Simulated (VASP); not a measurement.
# HgPF3 (Pm-3m) in VASP: density of states with PBE

Aim: the density of states of HgPF3 with PBE.

Program: VASP 6.6.1. These are calculated values, not measurements. Logs are shortened: lines on timing, memory, paths and dates and some standing lists are left out, and cuts for length are marked.

## 1. The structure

It takes space group Pm-3m (No. 221, cubic). The conventional cell has a = 4.032 Å, b = 4.032 Å, c = 4.032 Å, α = 90.00°, β = 90.00°, γ = 90.00°. P (site symmetry m-3m) has 12 F at 2.85 Å as nearest neighbours. Around Hg (site symmetry m-3m) lie 6 F at 2.02 Å. F (site symmetry 4/mmm) is surrounded by 2 Hg at 2.02 Å.

The cell was built by a generator and needn't be a form met in nature.

## 2. Density of states, PBE

File POSCAR:

```
HgPF3
1.0
    4.0321720000      0.0000000000      0.0000000000
    0.0000000000      4.0321720000      0.0000000000
    0.0000000000      0.0000000000      4.0321720000
P Hg F
1 1 3
Direct
    0.0000000000      0.0000000000      0.0000000000
    0.5000000000      0.5000000000      0.5000000000
    0.0000000000      0.5000000000      0.5000000000
    0.5000000000      0.0000000000      0.5000000000
    0.5000000000      0.5000000000      0.0000000000
```

File INCAR.step1:

```
SYSTEM = HgPF3
PREC = Accurate
ENCUT = 520
EDIFF = 1E-6
ISMEAR = -1
SIGMA = 0.1
LREAL = .False.
LASPH = .True.
NELM = 100
ALGO = Fast
ISIF = 2
LWAVE = .False.
LCHARG = .True.
GGA = PE
NBANDS = 27
```

File KPOINTS.step1:

```
Automatic mesh
0
Gamma
  8 8 8
  0 0 0
```

File INCAR.step2:

```
SYSTEM = HgPF3
PREC = Accurate
ENCUT = 520
EDIFF = 1E-6
ISMEAR = -5
SIGMA = 0.1
LREAL = .False.
LASPH = .True.
NELM = 100
ALGO = Fast
ISIF = 2
LWAVE = .False.
LCHARG = .False.
GGA = PE
LORBIT = 10
NBANDS = 27
NEDOS = 1001
ICHARG = 11
```

File KPOINTS.step2:

```
Automatic mesh
0
Gamma
  12 12 12
  0 0 0
```

Potentials or basis: VASP PAW PBE potentials, release 64 (P, Hg, F).

Started as:

```console
$ cat potpaw_PBE.64/P/POTCAR potpaw_PBE.64/Hg/POTCAR potpaw_PBE.64/F/POTCAR > POTCAR
$ cp INCAR.step1 INCAR
$ cp KPOINTS.step1 KPOINTS
$ mpirun -np 1 vasp_std > vasp.out
$ cp INCAR.step2 INCAR
$ cp KPOINTS.step2 KPOINTS
$ mpirun -np 1 vasp_std > vasp.out
```

OUTCAR:

```text
SYSTEM = HgPF3
   PREC = Accurate
   ENCUT = 520
   EDIFF = 1E-6
   ISMEAR = -5
   LREAL = .False.
   LASPH = .True.
   NELM = 100
   ISIF = 2
   GGA = PE
   LORBIT = 10
   ICHARG = 11

 ion  position               nearest neighbor table
   1  0.000  0.000  0.000-
   2  0.500  0.500  0.500-   3 2.02   4 2.02   5 2.02   5 2.02   4 2.02   3 2.02
   3  0.000  0.500  0.500-   2 2.02   2 2.02
   4  0.500  0.000  0.500-   2 2.02   2 2.02
   5  0.500  0.500  0.000-   2 2.02   2 2.02

  LATTYP: Found a simple cubic cell.
 ALAT       =     4.0321720000

  Lattice vectors:

 A1 = (   4.0321720000,   0.0000000000,   0.0000000000)
 A2 = (   0.0000000000,   4.0321720000,   0.0000000000)
 A3 = (   0.0000000000,   0.0000000000,   4.0321720000)

Analysis of symmetry for initial positions (statically):
=====================================================================
 Subroutine PRICEL returns:
 Original cell was already a primitive cell.

 Routine SETGRP: Setting up the symmetry group for a
 simple cubic supercell.

 Subroutine GETGRP returns: Found 48 space group operations
 (whereof 48 operations were pure point group operations)
 out of a pool of 48 trial point group operations.

The static configuration has the point symmetry O_h .

Analysis of symmetry for dynamics (positions and initial velocities):
=====================================================================
 Subroutine PRICEL returns:
 Original cell was already a primitive cell.

 Routine SETGRP: Setting up the symmetry group for a
 simple cubic supercell.

 Subroutine GETGRP returns: Found 48 space group operations
 (whereof 48 operations were pure point group operations)
 out of a pool of 48 trial point group operations.

The dynamic configuration has the point symmetry O_h .

 Subroutine INISYM returns: Found 48 space group operations
 (whereof 48 operations are pure point group operations),
 and found     1 'primitive' translations

----------------------------------------------------------------------------------------

                                     Primitive cell

  volume of cell :      65.5567

  direct lattice vectors                    reciprocal lattice vectors
     4.032172000  0.000000000  0.000000000     0.248005293  0.000000000  0.000000000
     0.000000000  4.032172000  0.000000000     0.000000000  0.248005293  0.000000000
     0.000000000  0.000000000  4.032172000     0.000000000  0.000000000  0.248005293

  length of vectors
     4.032172000  4.032172000  4.032172000     0.248005293  0.248005293  0.248005293

  position of ions in fractional coordinates (direct lattice)
     0.000000000  0.000000000  0.000000000
     0.500000000  0.500000000  0.500000000
     0.000000000  0.500000000  0.500000000
     0.500000000  0.000000000  0.500000000
     0.500000000  0.500000000  0.000000000

  ion indices of the primitive-cell ions
   primitive index   ion index
                 1           1
                 2           2
                 3           3
                 4           4
                 5           5

----------------------------------------------------------------------------------------

 KPOINTS: Automatic mesh

Automatic generation of k-mesh.
 Grid dimensions read from file:
 generate k-points for:   12   12   12

 Generating k-lattice:

  Cartesian coordinates                     Fractional coordinates (reciprocal lattice)
     0.020667108  0.000000000  0.000000000     0.083333333  0.000000000  0.000000000
     0.000000000  0.020667108  0.000000000     0.000000000  0.083333333  0.000000000
     0.000000000  0.000000000  0.020667108     0.000000000  0.000000000  0.083333333

  Length of vectors
     0.020667108  0.020667108  0.020667108

  Shift w.r.t. Gamma in fractional coordinates (k-lattice)
     0.000000000  0.000000000  0.000000000

 TETIRR: Found    854 inequivalent tetrahedra from    10368

 Subroutine IBZKPT returns following result:
 ===========================================

 Found     84 irreducible k-points:

 Following reciprocal coordinates:
            Coordinates               Weight
  0.000000  0.000000  0.000000      1.000000
  0.083333  0.000000  0.000000      6.000000
  0.166667  0.000000  0.000000      6.000000
  0.250000  0.000000  0.000000      6.000000
  0.333333  0.000000  0.000000      6.000000
  0.416667  0.000000  0.000000      6.000000
[... 16 lines left out ...]
  0.333333  0.333333  0.000000     12.000000
  0.416667  0.333333  0.000000     24.000000
 [... further k-points ...]
   k-points           NKPTS =     84   k-points in BZ     NKDIM =     84   number of bands    NBANDS=     27
   number of dos      NEDOS =   1001   number of ions     NIONS =      5
   total plane-waves  NPLWV =  27000
   dimension x,y,z NGX =    30 NGY =   30 NGZ =   30
   dimension x,y,z NGXF=    60 NGYF=   60 NGZF=   60
   ions per type =               1   1   3
   NGX,Y,Z   is equivalent  to a cutoff of  12.37, 12.37, 12.37 a.u.
   NGXF,Y,Z  is equivalent  to a cutoff of  24.74, 24.74, 24.74 a.u.
 SYSTEM =  HgPF3
   PREC   = accura    normal or accurate (medium, high low for compatibility)
   ISTART =      0    job   : 0-new  1-cont  2-samecut
   ICHARG =     11    charge: 1-file 2-atom 10-const
   ISPIN  =      1    spin polarized calculation?
   LNONCOLLINEAR =      F non collinear calculations
   LSORBIT =      F    spin-orbit coupling
   LASPH  =      T    aspherical Exc in radial PAW
   ENCUT  =  520.0 eV  38.22 Ry    6.18 a.u.   7.50  7.50  7.50*2*pi/ulx,y,z
   NELM   =    100;   NELMIN=  2; NELMDL=  0     # of ELM steps
   EDIFF  = 0.1E-05   stopping-criterion for ELM
   LREAL  =      F    real-space projection
   EDIFFG = 0.1E-04   stopping-criterion for IOM
   NSW    =      0    number of steps for IOM
   IBRION =     -1    ionic relax: 0-MD 1-quasi-New 2-CG
   NFREE  =      0    steps in history (QN), initial steepest desc. (CG)
   ISIF   =      2    stress and relaxation
   ISYM   =      2    0-nonsym 1-usesym 2-fastsym
   POTIM  = 0.5000    time-step for ionic-motion
   TEBEG  =    0.0;   TEEND  =   0.0 temperature during run
   PSTRESS=    0.0 pullay stress
   NELECT =      38.0000    total number of electrons
   NUPDOWN=      -1.0000    fix difference up-down
   EMIN   =  10.00;   EMAX   =-10.00  energy-range for DOS
   EFERMI =   0.00;   METHOD = LEGACY
   ISMEAR =    -5;   SIGMA  =   0.10  broadening in eV -4-tet -1-fermi 0-gaus
   EFERMI_NEDOS =   21; number of points for ismear=-14 and -15
   IALGO  =     68    algorithm
   IMIX   =      4    mixing-type and parameters
     AMIX     =   0.40;   BMIX     =  1.00
     AMIX_MAG =   1.60;   BMIX_MAG =  1.00
  volume/ion in A,a.u.               =      13.11        88.48
  Fermi-wavevector in a.u.,A,eV,Ry     =   1.364993  2.579462 25.350442  1.863205
  Thomas-Fermi vector in A             =   2.491260
   LORBIT       =     10    0 simple, 1 ext, 2 COOP (PROOUT), +10 PAW based schemes
   GGA     = PE    functional components
   LHFCALC =     F    Hartree Fock is set to
   AEXX    =    0.0000 exact exchange contribution
   IVDW    =     0    specifies the selected vdW correction
   LEPSILON=     F    determine dielectric tensor
   LRPA    =     F    only Hartree local field effects (RPA)
 non-spin polarized calculation
 RMM-DIIS sequential band-by-band and
 Fermi weights with tetrahedron method with Bloechl corrections
  energy-cutoff  :      520.00
  volume of cell :       65.56
 maximum number of plane-waves:      1791
 NGX is ok and might be reduce to    30

 number of electron      37.9999957 magnetization

 Free energy of the ion-electron system (eV)
  ---------------------------------------------------
  ext. energy  EPLUGINS =         0.00000000
  ---------------------------------------------------
  free energy    TOTEN  =        -9.69307158 eV

  energy without entropy =       -9.69307158  energy(sigma->0) =       -9.69307158

 E-fermi :   3.5846     XC(G=0): -10.6901

 val. band max:        3.7276691605   @ k =   0.4167   0.4167   0.4167
 cond. band min:       3.5715452371   @ k =   0.4167   0.2500   0.0833
 fundamental gap:     -0.1561239234
 Fermi energy:         3.5846278123

 k-point     1 :       0.0000    0.0000    0.0000
  band No.  band energies     occupation
      1     -21.2343      2.00000
      2     -20.6686      2.00000
      3     -20.6686      2.00000
      4      -5.9651      2.00000
      5      -3.6832      2.00000
      6      -3.6832      2.00000
[... 19 lines left out ...]
     26      14.5434      0.00000
     27      14.5500      0.00000

 k-point     2 :       0.0833    0.0000    0.0000
  band No.  band energies     occupation
      1     -21.2191      2.00000
      2     -20.6681      2.00000
      3     -20.6634      2.00000
      4      -5.9960      2.00000
      5      -3.9533      2.00000
      6      -3.6881      2.00000
[... 19 lines left out ...]
     26      14.4676      0.00000
     27      14.5669      0.00000

 k-point     3 :       0.1667    0.0000    0.0000
  band No.  band energies     occupation
      1     -21.1799      2.00000
      2     -20.6669      2.00000
      3     -20.6475      2.00000
      4      -6.0772      2.00000
      5      -4.6060      2.00000
      6      -3.7066      2.00000
[... 19 lines left out ...]
     26      14.2412      0.00000
     27      14.5470      0.00000

 k-point     4 :       0.2500    0.0000    0.0000
  band No.  band energies     occupation
      1     -21.1284      2.00000
      2     -20.6652      2.00000
      3     -20.6221      2.00000
      4      -6.1815      2.00000
      5      -5.3277      2.00000
      6      -3.7468      2.00000
[... 19 lines left out ...]
     26      13.9215      0.00000
     27      14.5453      0.00000

 k-point     5 :       0.3333    0.0000    0.0000
  band No.  band energies     occupation
      1     -21.0799      2.00000
      2     -20.6634      2.00000
      3     -20.5920      2.00000
      4      -6.2813      2.00000
      5      -5.9271      2.00000
      6      -3.8086      2.00000
[... 19 lines left out ...]
     26      13.6905      0.00000
     27      14.5450      0.00000

 k-point     6 :       0.4167    0.0000    0.0000
  band No.  band energies     occupation
      1     -21.0464      2.00000
      2     -20.6621      2.00000
      3     -20.5663      2.00000
      4      -6.3780      2.00000
      5      -6.2893      2.00000
      6      -3.8670      2.00000
[... 444 lines left out ...]
      1     -20.9361      2.00000
      2     -20.6197      2.00000
      3     -20.5591      2.00000
      4      -6.4931      2.00000
      5      -6.3268      2.00000
      6      -5.2648      2.00000
[... 19 lines left out ...]
     26      13.7945      0.00000
     27      14.7146      0.00000

 k-point    22 :       0.5000    0.2500    0.0000
  band No.  band energies     occupation
      1     -20.9248      2.00000
      2     -20.6184      2.00000
      3     -20.5486      2.00000
      4      -6.5078      2.00000
      5      -6.4690      2.00000
      6      -5.2638      2.00000
[... 19 lines left out ...]
     26      13.7998      0.00000
     27      14.6985      0.00000

 k-point    23 :       0.3333    0.3333    0.0000
  band No.  band energies     occupation
      1     -20.9202      2.00000
      2     -20.5990      2.00000
      3     -20.5738      2.00000
      4      -6.5136      2.00000
      5      -6.0113      2.00000
      6      -5.8085      2.00000
[... 19 lines left out ...]
     26      14.3247      0.00000
     27      14.7739      0.00000

 k-point    24 :       0.4167    0.3333    0.0000
  band No.  band energies     occupation
      1     -20.8894      2.00000
      2     -20.5875      2.00000
      3     -20.5551      2.00000
      4      -6.5692      2.00000
      5      -6.3315      2.00000
      6      -5.8899      2.00000
[... 19 lines left out ...]
     26      14.4358      0.00000
     27      14.7799      0.00000

 [... further k-points ...]

------------------------ aborting loop because EDIFF is reached ----------------------------------------

  FORCE on cell =-STRESS in cart. coord.  units (eV):
  Direction    XX          YY          ZZ          XY          YZ          ZX
  --------------------------------------------------------------------------------------
  -------------------------------------------------------------------------------------
  Total       18.8512750     18.8512750     18.8512750     -0.0000000     -0.0000000      0.0000000
  in kB      460.7169202    460.7169202    460.7169202     -0.0000000     -0.0000000      0.0000000
  external PRESSURE =     460.7169202 kB  Pullay stress =       0.0000000 kB

 VOLUME and BASIS-vectors are now :
 -----------------------------------------------------------------------------
  energy-cutoff  :      520.00
  volume of cell :       65.56
      direct lattice vectors                 reciprocal lattice vectors
     4.032172000  0.000000000  0.000000000     0.248005293  0.000000000  0.000000000
     0.000000000  4.032172000  0.000000000     0.000000000  0.248005293  0.000000000
     0.000000000  0.000000000  4.032172000     0.000000000  0.000000000  0.248005293

 POSITION                                       TOTAL-FORCE (eV/Angst)
 -----------------------------------------------------------------------------------
      0.00000      0.00000      0.00000         0.000000      0.000000      0.000000
      2.01609      2.01609      2.01609         0.000000      0.000000      0.000000
      0.00000      2.01609      2.01609         0.000000      0.000000      0.000000
      2.01609      0.00000      2.01609         0.000000      0.000000      0.000000
      2.01609      2.01609      0.00000         0.000000      0.000000      0.000000
 -----------------------------------------------------------------------------------
    total drift:                                0.000000      0.000000      0.000000

  FREE ENERGIE OF THE ION-ELECTRON SYSTEM (eV)
  ---------------------------------------------------
  free  energy   TOTEN  =        -9.6930715848 eV

  energy  without entropy=       -9.6930715848  energy(sigma->0) =       -9.69307158

 total charge

# of ion       s       p       d       tot
------------------------------------------
    1        1.201   1.046   0.000   2.248
    2        0.538   0.559   9.646  10.744
    3        1.764   4.335   0.000   6.099
    4        1.764   4.335   0.000   6.099
    5        1.764   4.335   0.000   6.099
--------------------------------------------------
tot          7.031  14.611   9.646  31.289
```

Wall time 2.1 min (1 thread of AMD EPYC 7R43 (Zen 3), shared host); peak memory 0.22 GiB.

Results:

| Property | Result |
| --- | --- |
| Valence electrons inside the program's atomic spheres | P 2.25; Hg 10.74; F 6.10 |

Levels at points of the mesh, in eV from the Fermi level:
```csv
k point,band 15,band 16,band 17,band 18,band 19,band 20,band 21,band 22,band 23,band 24
"(0.00, 0.00, 0.00)",-4.95,-4.95,-4.85,-4.85,0.78,0.78,0.78,1.98,7.06,7.06
"(0.50, 0.00, 0.00)",-4.72,-3.67,-3.67,-2.66,-0.92,0.39,0.39,5.36,8.19,8.47
"(0.50, 0.50, 0.00)",-3.61,-3.61,-3.12,-0.25,-0.25,-0.09,0.44,5.91,9.53,10.91
"(0.50, 0.50, 0.50)",-3.63,-3.63,0.44,0.44,0.52,0.52,0.52,6.73,6.73,6.73
```

States per cell in windows of 1 eV (zero at the Fermi level; states under -8 eV left out):
```
from (eV)  total  Hg2_d  F3_p  F4_p  F5_p  P1_p  Hg2_s
     -8.0   5.56   2.23  0.64  0.64  0.64  0.03   0.05
     -7.0   1.84   0.97  0.19  0.19  0.19  0.00   0.01
     -6.0   3.26   0.22  0.69  0.69  0.69  0.05   0.00
     -5.0   5.35   0.96  1.12  1.12  1.12  0.03   0.01
     -4.0   4.72   2.14  0.62  0.62  0.62  0.04   0.04
     -3.0   0.84   0.43  0.08  0.08  0.08  0.01   0.03
     -2.0   0.83   0.37  0.09  0.09  0.09  0.03   0.02
     -1.0   3.10   0.43  0.20  0.20  0.20  0.85   0.01
      0.0   4.02   0.21  0.21  0.21  0.21  1.52   0.00
      1.0   0.00   0.00  0.00  0.00  0.00  0.00   0.00
      2.0   0.06   0.00  0.00  0.00  0.00  0.00   0.03
      3.0   0.18   0.00  0.01  0.01  0.01  0.01   0.09
      4.0   0.41   0.01  0.03  0.03  0.03  0.02   0.19
      5.0   1.11   0.03  0.10  0.10  0.10  0.04   0.42
      6.0   0.25   0.00  0.02  0.02  0.02  0.00   0.06
      7.0   0.62   0.00  0.01  0.01  0.01  0.01   0.00
```

Caveat: tetrahedron occupations give inexact forces and stress in metals. Spin-orbit coupling is left out, which matters for the levels of Hg.
